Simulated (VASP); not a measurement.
Method: LDA (Ceperley-Alder, Perdew-Zunger), VASP's LDA PAW potentials (set 64) (plane waves; VASP 6.6.1).

The input files of a VASP run:

### KPOINTS
```
kpoints
0
gamma
 10 10 8
0 0 0
```

POSCAR:
```
PtS2
1
    1.7159630295    -2.9721356390    -0.0000000000
    1.7159630295     2.9721356390     0.0000000000
    0.0000000000     0.0000000000     3.9529160471
Pt S
1 2
Direct
  1.0000000000   1.0000000000   0.0000000000
  0.3333330000   0.6666670000   0.2980737443
  0.6666670000   0.3333330000   0.7019262557
```

**INCAR**
```
PSTRESS=300   ! kbar
ENCUT=500
SIGMA=0.1   ! width (eV)
LASPH=.TRUE.   ! aspherical one-centre terms
LWAVE=.FALSE.
LREAL=.FALSE.
NELM=100
SYSTEM=PtS2
EDIFFG=-0.02
ISMEAR=1
PREC=Accurate
ALGO=Normal   ! blocked Davidson
NSW=40
IBRION=2   ! conjugate gradients
EDIFF=1E-6   ! SCF stop (eV)
ISIF=3
LCHARG=.FALSE.
LMAXMIX=6
```

POTCAR, in this order: Pt S (LDA.64 set). Program: vasp_std.

Output

**OSZICAR**
```
       N       E                     dE             d eps       ncg     rms          rms(c)
DAV:   1     0.112659846449E+03    0.11266E+03   -0.10969E+04  2900   0.132E+03
DAV:   2    -0.140182617715E+02   -0.12668E+03   -0.12376E+03  3478   0.260E+02
DAV:   3    -0.186438776410E+02   -0.46256E+01   -0.45461E+01  3696   0.516E+01
DAV:   4    -0.186828477798E+02   -0.38970E-01   -0.38940E-01  3513   0.534E+00
DAV:   5    -0.186832997145E+02   -0.45193E-03   -0.45158E-03  3772   0.548E-01    0.258E+01
DAV:   6    -0.177422110547E+02    0.94109E+00   -0.62811E+00  3093   0.250E+01    0.155E+01
DAV:   7    -0.175932741855E+02    0.14894E+00   -0.11086E+00  2946   0.114E+01    0.712E+00
DAV:   8    -0.175494843126E+02    0.43790E-01   -0.63828E-02  3499   0.264E+00    0.115E+00
DAV:   9    -0.175470031780E+02    0.24811E-02   -0.10267E-02  3422   0.994E-01    0.155E-01
DAV:  10    -0.175470003254E+02    0.28526E-05   -0.85718E-04  3513   0.276E-01    0.139E-01
DAV:  11    -0.175470195157E+02   -0.19190E-04   -0.90499E-05  3569   0.101E-01    0.453E-02
DAV:  12    -0.175470051608E+02    0.14355E-04   -0.81697E-05  3352   0.964E-02    0.187E-02
DAV:  13    -0.175470041799E+02    0.98085E-06   -0.48721E-06  3176   0.207E-02
   1 F= -.99972152E+01 E0= -.99970883E+01  d E =-.999722E+01
```

**OUTCAR**
```
------------------------ aborting loop because EDIFF is reached ----------------------------------------
  FORCE on cell =-STRESS in cart. coord.  units (eV):
  Direction    XX          YY          ZZ          XY          YZ          ZX
  --------------------------------------------------------------------------------------
  Total        7.4936514      7.4936538      7.5338616     -0.0000000      0.0000000      0.0000000
  in kB      297.7693052    297.7694029    299.3671076     -0.0000000      0.0000000      0.0000000
  external PRESSURE =      -1.6980614 kB  Pullay stress =     300.0000000 kB
  volume of cell :       40.32
      direct lattice vectors                 reciprocal lattice vectors
     1.715963029 -2.972135639  0.000000000     0.291381569 -0.168229200  0.000000000
     1.715963029  2.972135639  0.000000000     0.291381569  0.168229200  0.000000000
     0.000000000  0.000000000  3.952916047     0.000000000  0.000000000  0.252977799
 POSITION                                       TOTAL-FORCE (eV/Angst)
 -----------------------------------------------------------------------------------
      0.00000      0.00000      0.00000        -0.000000      0.000000      0.000000
      1.71596      0.99071      1.17826        -0.000000      0.000000      0.002935
      1.71596     -0.99071      2.77466         0.000000     -0.000000     -0.002935
 -----------------------------------------------------------------------------------
    total drift:                               -0.000000      0.000000      0.000000
  FREE ENERGIE OF THE ION-ELECTRON SYSTEM (eV)
  ---------------------------------------------------
  free  energy   TOTEN  =       -17.5470041799 eV

  energy  without entropy=      -17.5466234980  energy(sigma->0) =      -17.54687729
  enthalpy is  TOTEN    =        -9.9972152378 eV   P V=        7.5497889421

 reached required accuracy - stopping structural energy minimisation
```
(Selected blocks of OUTCAR.)

The compound is PtS2 in the 1T layered structure. It was relaxed first under an external pressure of 30 GPa.
